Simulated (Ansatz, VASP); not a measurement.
# Cross-check of WSe2 between VASP and Ansatz

One calculation is typed for both programs; each brings its own data sets. How far apart do they land? The cell is taken from a series of runs on this material, whose earlier steps may have relaxed, scaled, displaced or heated it; both programs get it as it stands.

Program: Ansatz 0.2.0. Level of theory: plane waves, with VASP 6.6.1 beside it; single point at r2SCAN, single point at r2SCAN with rVV10 and single point at r2SCAN with D4. Results are calculated unless marked as measured.

### Step 1. The structure

Symmetry: P6_3/mmc, No. 194, hexagonal system. Conventional cell: a = 3.300 Å, b = 3.300 Å, c = 13.150 Å, α = 90.00°, β = 90.00°, γ = 120.00°. Nearest to W lie 6 Se at 2.53 Å. Nearest to Se lie 3 W at 2.53 Å. Farther neighbours and most contacts between anions are not listed.

### Step 2. Ansatz: single point, r2SCAN

Ansatz runs on PAW files that the input asks for by source.

With cell and atoms fixed, the geometry can't cause a difference; cores, projectors, grids and the points listed under the comparison can.

File input.yaml:

```yaml
crystal:
  lattice:
    - [3.3002854036, 0.0, 0.0]
    - [-1.6501427018, 2.8581309993, 0.0]
    - [0.0, 0.0, 13.1502320727]
  atoms:
    - { symbol: W, position: [0.3333333333, 0.6666666667, 0.25] }
    - { symbol: W, position: [0.6666666667, 0.3333333333, 0.75] }
    - { symbol: Se, position: [0.3333333333, 0.6666666667, 0.6233271356] }
    - { symbol: Se, position: [0.6666666667, 0.3333333333, 0.1233271356] }
    - { symbol: Se, position: [0.3333333333, 0.6666666667, 0.8766728644] }
    - { symbol: Se, position: [0.6666666667, 0.3333333333, 0.3766728644] }
kpoints:
  mp_grid: { grid: [12, 12, 2] }
hamiltonian:
  xc: r2scan
  pseudopotentials: { kind: paw, source: ansatz }
scf:
  occupations: { method: fixed }
  n_extra_bands: 6
  convergence: { dr2_threshold: 1.0e-09 }
output:
  eigenvalues: true
  forces: true
  stress: true
```

Command:

```sh
$ ansatz run input.yaml --threads 8 --pin off --max-ram 18432MiB --backend cpu --events-out ev --progress --plain --runs-dir out
```

Numbers of over 12 decimals in the logs are rounded to 6 here.

Log:

```text
Warning: output.stress: scf.convergence.dr2_threshold = 1e-9 eV is looser than the 6e-10 eV advised for a printed stress (1e-10 eV for each atom of the cell: 6). What an SCF threshold leaves in a stress goes as its square root, and in the free energy as the threshold itself, and one threshold admits the most on a small cell: [figures from the program's tests cut] Set scf.convergence.dr2_threshold to 6e-10 eV or tighter. The threshold is an SCF's pass mark: one that does not reach it within its budget of iterations ends unconverged, or closes short of it on a stop that the run arms, and scf.convergence.dr2_threshold's page says what that costs each kind of run
scf.n_extra_bands = 6 over 60 filled bands (N_el = 120.0): the run solves 66 bands
Engine: ansatz 0.2.0, aarch64-unknown-linux-gnu
Pseudopotentials: kind: paw
Pseudopotential: W, paw, valence charge 28, recommended cutoff 950 eV (meta_gga), W.paw.azcp
Pseudopotential: Se, paw, valence charge 16, recommended cutoff 820 eV (meta_gga), Se.paw.azcp
Functional definition: r2SCAN
  parameter k0 = 0.174
  parameter k1 = 0.065
  parameter a1 = 4.9479
  exchange = r2scan_x(k0 = k0, k1 = k1, a1 = a1)
  correlation = r2scan_c
Crystal: 6 atoms, lattice volume = 124.042 Å³
Basis set: ecut = 950 eV, 8245 PW (Γ), exchange–correlation on 180×180×648 points (64 copies of the dense FFT grid, shifted against one another)
Bands: 66, of which v1, the nominal top of the filled ones, is band 60 counted from 1 (59 counted from 0)
Symmetry: 24 space group operations
Space group: P63/mmc (ITA 194), of the structure as read, at distance tolerance 5.0e-5 Å
k-points: 38 of 288
Non-local potential: W, projectors of the file, l = 0: 3, l = 1: 3, l = 2: 2, l = 3: 3
Non-local potential: Se, projectors of the file, l = 0: 2, l = 1: 2, l = 2: 3, l = 3: 1
PAW form: soft (Blöchl's): semilocal exchange-correlation on the pseudo side does not see the compensation charge
PAW frozen core: W, regenerated for the run's functional (the file was generated under x = pbe(κ = 0.804, μ = 0.219515), c = pbe(β = 0.066725))
PAW frozen core: Se, regenerated for the run's functional (the file was generated under x = pbe(κ = 0.804, μ = 0.219515), c = pbe(β = 0.066725))
PAW one-centre angular grid: W, 974 points (default); XC on 224 Gauss nodes
PAW one-centre angular grid: Se, 590 points (default); XC on 160 Gauss nodes
Initial density: superposition of atomic densities (chi_scale 0.1, normalization cell, long waves kept (reshape's long-wave potential 0.05 eV rms))
Initial wavefunctions: pseudopotential atomic-orbital guess
Functional: x = r2scan, c = r2scan; τ floored in thin density (d = 2e-4 eV/Å³)
SCF iter   1: F=—  HF=-57701.399092 eV  |F-HF|=—  |Δ(HF+E_count)|=         —  Δρ=4.02e-2  dr2=7.43e0  dr2_τ=3.01e-1  ethr=3.10e-3  ⟨swp⟩=4.9  Hψ=8363  notcnv=0  defer=124
preconditioner: auto → Resta (q_TF=auto, 2.713 Å⁻¹)  ε∞=7.0  [insulator: Δε(μ)=0.811 eV  Ē_g=8.142 eV  n_scr=52 (ndim 8)  ℏωp=20.0 eV  f_vac=0.082  ε∞_Penn≈7.0]
SCF iter   2: F=—  HF=-57700.637601 eV  |F-HF|=—  |Δ(HF+E_count)|=   7.61e-1  Δρ=2.31e-2  dr2=9.07e-1  dr2_τ=2.08e-1  ethr=3.10e-3  ⟨swp⟩=2.7  Hψ=3518  notcnv=0  defer=108
SCF iter   3: F=—  HF=-57700.579023 eV  |F-HF|=—  |Δ(HF+E_count)|=   5.86e-2  Δρ=1.25e-2  dr2=3.79e-1  dr2_τ=3.56e-2  ethr=7.56e-4  ⟨swp⟩=2.5  Hψ=3810  notcnv=0  defer=130
SCF iter   4: F=—  HF=-57700.542028 eV  |F-HF|=—  |Δ(HF+E_count)|=   3.70e-2  Δρ=3.35e-3  dr2=2.02e-2  dr2_τ=4.28e-3  ethr=3.16e-4  ⟨swp⟩=3.8  Hψ=4022  notcnv=0  defer=150
SCF iter   5: F=—  HF=-57700.541785 eV  |F-HF|=—  |Δ(HF+E_count)|=   2.43e-4  Δρ=1.52e-3  dr2=4.00e-3  dr2_τ=1.23e-4  ethr=1.68e-5  ⟨swp⟩=2.3  Hψ=4288  notcnv=0  defer=150
SCF iter   6: F=—  HF=-57700.542574 eV  |F-HF|=—  |Δ(HF+E_count)|=   7.89e-4  Δρ=3.44e-4  dr2=1.82e-4  dr2_τ=1.59e-5  ethr=3.33e-6  ⟨swp⟩=2.0  Hψ=3212  notcnv=0  defer=150
SCF iter   7: F=—  HF=-57700.542624 eV  |F-HF|=—  |Δ(HF+E_count)|=   5.00e-5  Δρ=1.31e-4  dr2=1.86e-5  dr2_τ=2.73e-6  ethr=1.51e-7  ⟨swp⟩=2.1  Hψ=4662  notcnv=0  defer=129
SCF iter   8: F=—  HF=-57700.542616 eV  |F-HF|=—  |Δ(HF+E_count)|=   8.09e-6  Δρ=5.36e-5  dr2=2.75e-6  dr2_τ=4.31e-7  ethr=1.55e-8  ⟨swp⟩=2.1  Hψ=4741  notcnv=0  defer=88
SCF iter   9: F=—  HF=-57700.542571 eV  |F-HF|=—  |Δ(HF+E_count)|=   4.53e-5  Δρ=1.38e-5  dr2=2.41e-7  dr2_τ=1.10e-8  ethr=2.29e-9  ⟨swp⟩=2.3  Hψ=4780  notcnv=0  defer=68
SCF iter  10: F=—  HF=-57700.542571 eV  |F-HF|=—  |Δ(HF+E_count)|=   2.41e-7  Δρ=2.99e-6  dr2=8.46e-9  dr2_τ=3.48e-9  ethr=2.01e-10  ⟨swp⟩=2.0  Hψ=3134  notcnv=0  defer=68
SCF iter  11: F=-57700.542571 eV  HF=-57700.542571 eV  |F-HF|=7.28e-11  |Δ(HF+E_count)|=   4.92e-9  Δρ=7.41e-7  dr2=5.77e-10  dr2_τ=2.54e-10  ethr=1.00e-12  ⟨swp⟩=12.5  Hψ=12380  notcnv=0
SCF 1 converged in 11 iterations: F = -57700.542571 eV  dr2 = 5.77e-10
  greatest PAW one-centre occupation: 1.000 electrons in one spin orbital (limit 2), on the W atom at site 1 (counted from 0), in its partial waves of l = 0
SCF converged after 11 iterations
Free energy (F): -57700.542571 eV
Harris-Foulkes:  -57700.542571 eV  (|F-HF|=7.28e-11)
Internal energy: -57700.542571 eV  (E = F + TS)
E sigma→0 (E₀):  -57700.542571 eV
Fermi energy:    14.337567 eV
--- Per-component energies (eV) ---
  E_band       = -2033.850417
  E_kinetic    = 2248.666419
  E_local      = -35113.626383  (includes V_loc(G=0)·N_el)
  E_nonlocal   = 763.599482
  E_hartree    = 13006.385429
  E_xc         = -1125.144993
  E_vxc        = -1187.512718  (∫ρ·V_xc dr)
  E_paw        = -21478.863965  (= ΣΔE_a)
  E_vpaw       = 5166.682557  (= ΣTr[D̂ρ^β])
  E_aug_tail   = -0.000043  (compensation charges beyond the density's cutoff)
  E_vtau       = 75.568406  (kinetic-family band-sum trace: ∫τ·v_τ [+ j·A + Jᵃ·Aᵃ] dr)
  E_ewald      = -15993.475913
  E_core_change = -8.082603  (= ΣΔE_core)
  E_smearing   = -0.000000  (= −TS)
  E_closure    = 0.000000  (closes the sum)
  Σ components = -57700.542571   (vs F -57700.542571, Δ=0.00e0)
--- Forces (eV/Å), atoms counted from 1 ---
  atom   1  W      0.00000000    -0.00000000    -0.00000000
  atom   2  W      0.00000000     0.00000000     0.00000000
  atom   3  Se     0.00000000     0.00000000     0.03750204
  atom   4  Se    -0.00000000    -0.00000000     0.03750204
  atom   5  Se     0.00000000     0.00000000    -0.03750204
  atom   6  Se     0.00000000    -0.00000000    -0.03750204
  max |Σ_I F_I| component: 3.01e-16 eV/Å
--- Stress (GPa, compression-positive) ---
        1.365508       0.000000      -0.000000
        0.000000       1.365508      -0.000000
       -0.000000      -0.000000       1.212208
  P = ⅓ Tr σ = 1.3144 GPa (13.144 kbar)
--- Band table (eV; the first three rows and the last of 38) ---
  k-point 0: bands = [... 56 lower, 12.6961, 13.0537, 13.2948, 14.3376, 17.1096, 17.1096, 17.1510, 17.1510, ... 2 higher]
  k-point 1: bands = [... 56 lower, 12.6730, 12.6730, 14.0926, 14.0926, 17.1160, 17.1160, 17.1160, 17.1160, ... 2 higher]
  k-point 2: bands = [... 56 lower, 12.6395, 13.2857, 13.3095, 14.1695, 16.8942, 16.9367, 16.9827, 17.0361, ... 2 higher]
  k-point 37: bands = [... 56 lower, 11.4877, 11.4877, 13.9950, 13.9950, 15.7187, 15.7187, 17.0006, 17.0006, ... 2 higher]
```

Reading the cycles: dr2 is the Hartree energy of the density residual (eV), the measure of convergence; HF is the Harris–Foulkes estimate of the energy, which meets the free energy F at convergence.

The run ends at a pressure of 1.31 GPa, with forces up to 0.038 eV/Å.

### Step 3. VASP: single point, r2SCAN

The same cell, functional and mesh now go to VASP, with its own data sets.

Lines of VASP's logs that name or quote its potential files are left out, and so is its time.

File INCAR:

```
SYSTEM = WSe2
PREC = Accurate
ENCUT = 660
EDIFF = 1E-06
NELM = 120
ISMEAR = 0
SIGMA = 0.01
LREAL = .FALSE.
ALGO = Normal
METAGGA = R2SCAN
LASPH = .TRUE.
NBANDS = 24
LORBIT = 11
LWAVE = .FALSE.
LCHARG = .FALSE.
ISIF = 2
GGA_COMPAT = .FALSE.
EFERMI = MIDGAP
LMIXTAU = .TRUE.
KPAR = 2
```

File POSCAR:

```
WSe2
1.0
    3.3002854036      0.0000000000      0.0000000000
   -1.6501427018      2.8581309993      0.0000000000
    0.0000000000      0.0000000000     13.1502320727
W Se
2 4
Direct
    0.3333333334      0.6666666668      0.2500000000
    0.6666666668      0.3333333334      0.7500000000
    0.3333333334      0.6666666668      0.6233271356
    0.6666666668      0.3333333334      0.1233271356
    0.3333333334      0.6666666668      0.8766728644
    0.6666666668      0.3333333334      0.3766728644
```

File KPOINTS:

```
Automatic mesh
0
Gamma
12 12 2
0 0 0
```

PAW data sets: W and Se (PBE family, release 64).

Command:

```sh
$ mpirun -np 2 vasp_std
```

Log:

```text
[banner, memory and clock lines left out]
running    2 mpi-ranks, on    1 nodes
 distrk:  each k-point on    1 cores,    2 groups
 distr:  one band on    1 cores,    1 groups

 POSCAR found type information on POSCAR W Se
 POSCAR found :  2 types and       6 ions
|                                                                             |
|               ----> ADVICE to this user running VASP <----                  |
|                                                                             |
|     You enforced a specific xc type in the INCAR file but a different       |
|     [... a line on the potential file left out ...]
|     I HOPE YOU KNOW WHAT YOU ARE DOING!                                     |
|                                                                             |

 LDA part: xc-table for (None), standard interpolation
 POSCAR, INCAR and KPOINTS ok, starting setup
 FFT: planning ... GRIDC
 FFT: planning ... GRID_SOFT
 FFT: planning ... GRID
 WAVECAR not read
 entering main loop
       N       E                     dE             d eps       ncg     rms          rms(c)
DAV:   1     0.101940195157E+03    0.10194E+03   -0.18511E+04  1824   0.164E+03
DAV:   2    -0.149080109629E+03   -0.25102E+03   -0.24135E+03  2472   0.307E+02
DAV:   3    -0.168553099328E+03   -0.19473E+02   -0.19092E+02  2400   0.786E+01
DAV:   4    -0.169009890027E+03   -0.45679E+00   -0.45454E+00  2456   0.128E+01
DAV:   5    -0.169020160304E+03   -0.10270E-01   -0.10258E-01  2464   0.164E+00    0.284E+01
DAV:   6    -0.169126649702E+03   -0.10649E+00   -0.99369E+00  2568   0.152E+01    0.125E+01
DAV:   7    -0.165106072551E+03    0.40206E+01   -0.55670E+00  2488   0.134E+01    0.894E+00
DAV:   8    -0.164482067392E+03    0.62401E+00   -0.10645E+00  2520   0.671E+00    0.850E-01
DAV:   9    -0.163982019109E+03    0.50005E+00   -0.18694E-01  2312   0.299E+00    0.856E-01
DAV:  10    -0.163561423485E+03    0.42060E+00   -0.90178E-02  1976   0.253E+00    0.716E-01
DAV:  11    -0.163483085704E+03    0.78338E-01   -0.17787E-02  2336   0.112E+00    0.641E-01
DAV:  12    -0.163769836295E+03   -0.28675E+00   -0.28993E-01  1928   0.374E+00    0.225E-01
DAV:  13    -0.163774915564E+03   -0.50793E-02   -0.88764E-03  2368   0.703E-01    0.236E-01
DAV:  14    -0.163772899953E+03    0.20156E-02   -0.25865E-03  2256   0.298E-01    0.217E-01
DAV:  15    -0.163775111913E+03   -0.22120E-02   -0.28253E-03  2480   0.302E-01    0.100E-01
DAV:  16    -0.163776389340E+03   -0.12774E-02   -0.26876E-03  1960   0.404E-01    0.125E-01
DAV:  17    -0.163776805964E+03   -0.41662E-03   -0.19231E-04  2256   0.120E-01    0.939E-02
DAV:  18    -0.163776710946E+03    0.95018E-04   -0.24745E-04  2496   0.998E-02    0.485E-02
DAV:  19    -0.163776814513E+03   -0.10357E-03   -0.21532E-04  2280   0.108E-01    0.820E-03
DAV:  20    -0.163776819284E+03   -0.47710E-05   -0.26655E-05  2448   0.297E-02    0.153E-02
DAV:  21    -0.163776817608E+03    0.16753E-05   -0.16357E-06  1416   0.102E-02    0.997E-03
DAV:  22    -0.163776818875E+03   -0.12669E-05   -0.45501E-06  1992   0.147E-02    0.329E-03
DAV:  23    -0.163776822379E+03   -0.35033E-05   -0.30814E-06  1608   0.129E-02    0.970E-03
DAV:  24    -0.163776822032E+03    0.34686E-06   -0.63294E-07  1176   0.553E-03
   1 F= -.16377682E+03 E0= -.16377682E+03  d E =0.000000E+00
```

From OUTCAR (step 3):

```text
ion  position               nearest neighbor table
   1  0.333  0.667  0.250-   4 2.53   6 2.53   4 2.53   6 2.53   4 2.53   6 2.53
   2  0.667  0.333  0.750-   3 2.53   5 2.53   3 2.53   5 2.53   3 2.53   5 2.53
   3  0.333  0.667  0.623-   2 2.53   2 2.53   2 2.53
   4  0.667  0.333  0.123-   1 2.53   1 2.53   1 2.53
   5  0.333  0.667  0.877-   2 2.53   2 2.53   2 2.53
   6  0.667  0.333  0.377-   1 2.53   1 2.53   1 2.53

  LATTYP: Found a hexagonal cell.
 ALAT       =     3.3002854036
 C/A-ratio  =     3.9845742003

 Subroutine GETGRP returns: Found 24 space group operations
 (whereof 12 operations were pure point group operations)

The static configuration has the point symmetry D_3d.
 The point group associated with its full space group is D_6h.

 Found     38 irreducible k-points:

   k-points           NKPTS =     38   k-points in BZ     NKDIM =     38   number of bands    NBANDS=     24

   dimension x,y,z NGX =    28 NGY =   28 NGZ =  112
   dimension x,y,z NGXF=    56 NGYF=   56 NGZF=  224

   ENCUT  =  660.0 eV  48.51 Ry    6.96 a.u.   6.91  6.91 27.55*2*pi/ulx,y,z

   NELECT =      36.0000    total number of electrons

 k-points in reciprocal lattice and weights: Automatic mesh
   0.00000000  0.00000000  0.00000000       0.003
   0.08333333  0.00000000  0.00000000       0.021
   0.16666667  0.00000000  0.00000000       0.021
   0.25000000  0.00000000  0.00000000       0.021
   0.33333333  0.00000000  0.00000000       0.021
   0.41666667  0.00000000  0.00000000       0.021
   0.50000000  0.00000000  0.00000000       0.010
   0.08333333  0.08333333  0.00000000       0.021
   0.16666667  0.08333333  0.00000000       0.042
[...]
0.33333333  0.25000000  0.50000000       0.042
   0.33333333  0.33333333  0.50000000       0.007

 average (electrostatic) potential at core
       1 -46.7552       2 -46.7552       3 -57.9487       4 -57.9487       5 -57.9487
       6 -57.9487

 E-fermi :   5.4789

 k-point     1 :       0.0000    0.0000    0.0000
  band No.  band energies     occupation
    ...
     14       3.2525      2.00000
     15       3.2525      2.00000
     16       3.6441      2.00000
     17       3.8578      2.00000
     18       4.8966      2.00000
     19       7.6705      0.00000
     20       7.6705      0.00000
     21       7.7140      0.00000
     22       7.7140      0.00000
     23       7.7751      0.00000
    ...

 k-point     2 :       0.0833    0.0000    0.0000
  band No.  band energies     occupation
    ...
     14       3.0741      2.00000
     15       3.2021      2.00000
     16       3.8716      2.00000
     17       3.8722      2.00000
     18       4.7293      2.00000
     19       7.4572      0.00000
     20       7.4924      0.00000
     21       7.5367      0.00000
     22       7.5992      0.00000
     23       7.6236      0.00000
    ...

 k-point     3 :       0.1667    0.0000    0.0000
  band No.  band energies     occupation
    ...
     14       2.6536      2.00000
     15       2.9557      2.00000
     16       3.7362      2.00000
     17       3.8355      2.00000
     18       4.2398      2.00000
     19       6.7213      0.00000
     20       7.2652      0.00000
     21       7.2955      0.00000
     22       7.3417      0.00000
     23       7.5186      0.00000
    ...

  Total        0.5311309      0.5311309      0.4272138      0.0000000      0.0000000     -0.0000000
  in kB        6.8603318      6.8603318      5.5180899      0.0000000      0.0000000     -0.0000000
  external PRESSURE =       6.4129179 kB  Pullay stress =       0.0000000 kB

  energy-cutoff  :      660.00
  volume of cell :      124.04
      direct lattice vectors                 reciprocal lattice vectors
     3.300285404  0.000000000  0.000000000     0.303004097  0.174939497  0.000000000
    -1.650142702  2.858130999  0.000000000     0.000000000  0.349878994  0.000000000
     0.000000000  0.000000000 13.150232073     0.000000000  0.000000000  0.076044285

 POSITION                                       TOTAL-FORCE (eV/Angst)
 -----------------------------------------------------------------------------------
      0.00000      1.90542      3.28756        -0.000000      0.000000      0.000000
      1.65014      0.95271      9.86267        -0.000000     -0.000000      0.000000
      0.00000      1.90542      8.19690        -0.000000      0.000000      0.110144
      1.65014      0.95271      1.62178         0.000000     -0.000000      0.110144
      0.00000      1.90542     11.52845        -0.000000      0.000000     -0.110144
      1.65014      0.95271      4.95334         0.000000     -0.000000     -0.110144
 -----------------------------------------------------------------------------------
    total drift:                               -0.000000     -0.000000      0.000000

  FREE ENERGIE OF THE ION-ELECTRON SYSTEM (eV)
  ---------------------------------------------------
  free  energy   TOTEN  =      -163.7768220318 eV

  energy  without entropy=     -163.7768220318  energy(sigma->0) =     -163.77682203

 total charge
# of ion       s       p       d       tot
------------------------------------------
    1        0.512   0.625   4.180   5.317
    2        0.512   0.625   4.180   5.317
    3        1.475   2.397   0.070   3.942
    4        1.475   2.397   0.070   3.942
    5        1.475   2.397   0.070   3.942
    6        1.475   2.397   0.070   3.942
--------------------------------------------------
tot          6.924  10.837   8.640  26.400

[... 3 further parts left out ...]
```

This run has no spin polarisation, so a moment on W, if there is one, isn't seen. The data set W keeps the semicore shell frozen, which is cheaper and a little less accurate.

### Step 4. Differences

Known differences besides the potentials themselves: VASP keeps PBE cores, Ansatz makes them for the functional; fixed occupations in Ansatz, narrow Gaussian smearing in VASP; the data sets hold 120 valence electrons in Ansatz (on PAW files that the input asks for by source) and 36 in VASP; the cutoff is 950 eV in Ansatz and 660 eV in VASP. Total energies have different zeros and are not compared.

Compared:

```
              quantity  Ansatz   VASP  difference
        pressure (GPa)    1.31   0.64       +0.67
gap on the k mesh (eV)   1.167  1.165      +0.003
```

Forces (eV/Å; atoms numbered as in POSCAR):

```
atom        Ansatz x, y, z          VASP x, y, z
  W1   0.000, 0.000, 0.000   0.000, 0.000, 0.000
  W2   0.000, 0.000, 0.000   0.000, 0.000, 0.000
 Se3   0.000, 0.000, 0.038   0.000, 0.000, 0.110
 Se4   0.000, 0.000, 0.038   0.000, 0.000, 0.110
 Se5  0.000, 0.000, -0.038  0.000, 0.000, -0.110
 Se6  0.000, 0.000, -0.038  0.000, 0.000, -0.110
```

The forces differ by 34 meV/Å r.m.s., where the r.m.s. force is 0.018 eV/Å in Ansatz and 0.052 eV/Å in VASP: the atoms lie near their places of rest in Ansatz, so a percentage would say little (all taken over all components). A gap on the mesh is an upper bound, since the band edges may lie between its points; neither run holds spin-orbit coupling, which can move the band edges of a compound of W.

### Step 5. What the set-up changes

Further runs change the set-up of one program: Ansatz's method, potentials or start, or VASP's data sets, cutoff or form of LDA. The table gives Ansatz less VASP for each quantity, since a change that brings one quantity closer may part another.

```
                                      run  r.m.s. force difference (meV/Å)  pressure (GPa)  gap on the k mesh (eV)
                                 as above                               34            0.67                  0.0027
VASP with the data sets W_sv and Se_sv_GW                              8.0            0.31                  9.8e-4
```

[end of part 1 of 2]

[Lines on the potential files, build, host, timing and source positions are cut from VASP's logs without a mark.]

[Logs are printed without paths, hosts, clocks, repeated set-up lines and the standing remarks that a program may print on its own settings, such as how far it seeks lower states.]

[Hosts, paths, dates, database ids (printed as entryN), source tags and the programs' standing remarks are cut or masked in the printed files.]
